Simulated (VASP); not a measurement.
Consider the following.

```yaml
crystal:
  lattice:
    - [0.00000, 2.18000, 2.18000]
    - [2.18000, 0.00000, 2.18000]
    - [2.18000, 2.18000, 0.00000]
  atoms:
    - { symbol: Si, position: [0.00000, 0.00000, 0.00000] }
    - { symbol: C, position: [0.25000, 0.25000, 0.25000] }
```

The numbers are results of PBEsol GGA, VASP's PBE PAW potentials (set 64) (plane waves; VASP 6.6.1), not measurements. Run with 520 eV cut-off, 13×13×13 Γ-centred mesh, Gaussian smearing of 0.010 eV, potentials Si C.

Q: Estimate the energy per atom (σ→0).

A: 
The energy per atom (σ→0) is -7.958 eV/atom.

The absolute energy has meaning only against runs of the same code, potentials and settings.

The compound is SiC in the zinc blende structure. The cell was not relaxed at this level.
